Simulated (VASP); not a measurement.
Consider the following.

```
CELL_PARAMETERS angstrom
      4.64098    -8.03841     0.00000
      4.64098     8.03841     0.00000
      0.00000     0.00000    10.12768
ATOMIC_POSITIONS crystal
  Si 0.99926 0.99989 0.00045
  Si 0.00116 0.00217 0.49998
  Si 0.22175 0.11022 0.75031
  Si 0.11067 0.22206 0.25052
  Si 0.99936 0.33282 0.00044
  Si 0.00130 0.33250 0.49993
  Si 0.22190 0.44489 0.75023
  Si 0.11119 0.55550 0.25126
  Si 0.00002 0.66673 0.99993
  Si 0.00000 0.66671 0.50119
  Si 0.22269 0.77805 0.74986
  Si 0.11117 0.88923 0.25126
  Si 0.33386 0.99991 0.00046
  Si 0.33422 0.00223 0.49996
  Si 0.55531 0.11148 0.75107
  Si 0.44456 0.22214 0.25055
  Si 0.33325 0.33331 0.00087
  Si 0.55638 0.44492 0.75029
  Si 0.44452 0.55595 0.25049
  Si 0.33395 0.66742 0.00043
  Si 0.33425 0.66547 0.49994
  Si 0.55534 0.77730 0.75104
  Si 0.44453 0.88906 0.25101
  Si 0.66667 0.00009 0.00025
  Si 0.66667 0.00009 0.50098
  Si 0.88944 0.11140 0.75105
  Si 0.77768 0.22225 0.25101
  Si 0.66678 0.33287 0.00044
  Si 0.66453 0.33256 0.49996
  Si 0.88873 0.44404 0.74987
  Si 0.77747 0.55555 0.25124
  Si 0.66679 0.66747 0.00045
  Si 0.66450 0.66554 0.49996
  Si 0.88865 0.77803 0.74989
  Si 0.77764 0.88903 0.25098
  C  0.99935 0.99979 0.81392
  C  0.99952 0.00008 0.31237
  C  0.20995 0.08665 0.56888
  C  0.10928 0.22131 0.06037
  C  0.99946 0.33299 0.81387
  C  0.99958 0.33296 0.31238
  C  0.21013 0.45671 0.56876
  C  0.11110 0.55567 0.06165
  C  0.00004 0.66669 0.81212
  C  0.99994 0.66675 0.31320
  C  0.22344 0.77847 0.56087
  C  0.11103 0.88884 0.06170
  C  0.33376 0.99982 0.81390
  C  0.33373 0.00017 0.31241
  C  0.55567 0.11110 0.56175
  C  0.44530 0.22137 0.06040
  C  0.33332 0.33332 0.81208
  C  0.33330 0.33340 0.28926
  C  0.57989 0.45668 0.56882
  C  0.44532 0.55736 0.06035
  C  0.33375 0.66731 0.81385
  C  0.33375 0.66717 0.31235
  C  0.55570 0.77817 0.56175
  C  0.44490 0.88921 0.06233
  C  0.66669 0.00011 0.81270
  C  0.66661 0.00014 0.31325
  C  0.88864 0.11108 0.56175
  C  0.77756 0.22186 0.06229
  C  0.66693 0.33305 0.81390
  C  0.66656 0.33304 0.31240
  C  0.88830 0.44327 0.56086
  C  0.77787 0.55574 0.06168
  C  0.66687 0.66731 0.81391
  C  0.66656 0.66716 0.31237
  C  0.88828 0.77837 0.56089
  C  0.77749 0.88920 0.06237
```
Cell charge -1.

These are HSE06 screened hybrid, VASP's PBE PAW potentials (set 64) (plane waves; VASP) values and carry that method's errors. Numerical set-up: PREC = Normal, LREAL = Auto, ISYM = 0, NELECT = 285.0, EDIFF = 1E-5, 400 eV cut-off, 1×1×1 Γ-centred mesh, Gaussian smearing of 0.050 eV, potentials Si C. Starting moments (MAGMOM): 71*0.0423. The cell's moment is fixed (NUPDOWN = 3).

The cell is charged, with a uniform compensating background. The supercell is sampled at Γ alone, which is coarse: total energies, pressure and levels can be off, energies of defects by several tenths of an eV.

### Question
Estimate the cell moment, energy per atom (σ→0).

### Answer

```yaml
cell_moment: 3.00 μB
energy per atom (σ→0): -8.443 eV/atom
```

### Question
Give the moment on each site (PAW-sphere projection).

### Answer

```json
[
 {"site": "Si1", "moment (μB)": "0.00"},
 {"site": "Si2", "moment (μB)": "-0.01"},
 {"site": "Si3", "moment (μB)": "-0.01"},
 {"site": "Si4", "moment (μB)": "-0.01"},
 {"site": "Si5", "moment (μB)": "0.00"},
 {"site": "Si6", "moment (μB)": "-0.01"},
 {"site": "Si7", "moment (μB)": "-0.01"},
 {"site": "Si8", "moment (μB)": "0.00"},
 {"site": "Si9", "moment (μB)": "0.00"},
 {"site": "Si10", "moment (μB)": "0.00"},
 {"site": "Si11", "moment (μB)": "0.00"},
 {"site": "Si12", "moment (μB)": "0.00"},
 {"site": "Si13", "moment (μB)": "0.00"},
 {"site": "Si14", "moment (μB)": "-0.01"},
 {"site": "Si15", "moment (μB)": "0.00"},
 {"site": "Si16", "moment (μB)": "-0.01"},
 {"site": "Si17", "moment (μB)": "0.00"},
 {"site": "Si18", "moment (μB)": "-0.01"},
 {"site": "Si19", "moment (μB)": "-0.01"},
 {"site": "Si20", "moment (μB)": "0.00"},
 {"site": "Si21", "moment (μB)": "-0.01"},
 {"site": "Si22", "moment (μB)": "0.00"},
 {"site": "Si23", "moment (μB)": "0.00"},
 {"site": "Si24", "moment (μB)": "0.00"},
 {"site": "Si25", "moment (μB)": "0.00"},
 {"site": "Si26", "moment (μB)": "0.00"},
 {"site": "Si27", "moment (μB)": "0.00"},
 {"site": "Si28", "moment (μB)": "0.00"},
 {"site": "Si29", "moment (μB)": "-0.01"},
 {"site": "Si30", "moment (μB)": "0.00"},
 {"site": "Si31", "moment (μB)": "0.00"},
 {"site": "Si32", "moment (μB)": "0.00"},
 {"site": "Si33", "moment (μB)": "-0.01"},
 {"site": "Si34", "moment (μB)": "0.00"},
 {"site": "Si35", "moment (μB)": "0.00"},
 {"site": "C36", "moment (μB)": "0.01"},
 {"site": "C37", "moment (μB)": "0.00"},
 {"site": "C38", "moment (μB)": "0.33"},
 {"site": "C39", "moment (μB)": "0.02"},
 {"site": "C40", "moment (μB)": "0.01"},
 {"site": "C41", "moment (μB)": "0.00"},
 {"site": "C42", "moment (μB)": "0.33"},
 {"site": "C43", "moment (μB)": "0.00"},
 {"site": "C44", "moment (μB)": "0.00"},
 {"site": "C45", "moment (μB)": "0.00"},
 {"site": "C46", "moment (μB)": "0.06"},
 {"site": "C47", "moment (μB)": "0.00"},
 {"site": "C48", "moment (μB)": "0.01"},
 {"site": "C49", "moment (μB)": "0.00"},
 {"site": "C50", "moment (μB)": "0.00"},
 {"site": "C51", "moment (μB)": "0.02"},
 {"site": "C52", "moment (μB)": "0.03"},
 {"site": "C53", "moment (μB)": "0.34"},
 {"site": "C54", "moment (μB)": "0.33"},
 {"site": "C55", "moment (μB)": "0.02"},
 {"site": "C56", "moment (μB)": "0.01"},
 {"site": "C57", "moment (μB)": "0.00"},
 {"site": "C58", "moment (μB)": "0.00"},
 {"site": "C59", "moment (μB)": "0.00"},
 {"site": "C60", "moment (μB)": "0.00"},
 {"site": "C61", "moment (μB)": "0.00"},
 {"site": "C62", "moment (μB)": "0.00"},
 {"site": "C63", "moment (μB)": "0.00"},
 {"site": "C64", "moment (μB)": "0.01"},
 {"site": "C65", "moment (μB)": "0.00"},
 {"site": "C66", "moment (μB)": "0.06"},
 {"site": "C67", "moment (μB)": "0.00"},
 {"site": "C68", "moment (μB)": "0.01"},
 {"site": "C69", "moment (μB)": "0.00"},
 {"site": "C70", "moment (μB)": "0.06"},
 {"site": "C71", "moment (μB)": "0.00"}
]
```

Only differences to runs with the same potentials and settings are physical.

The cell is a supercell with a defect, built from SiC (4h): vac_Si, charge -1. The cell's shape comes from a PBE relaxation.
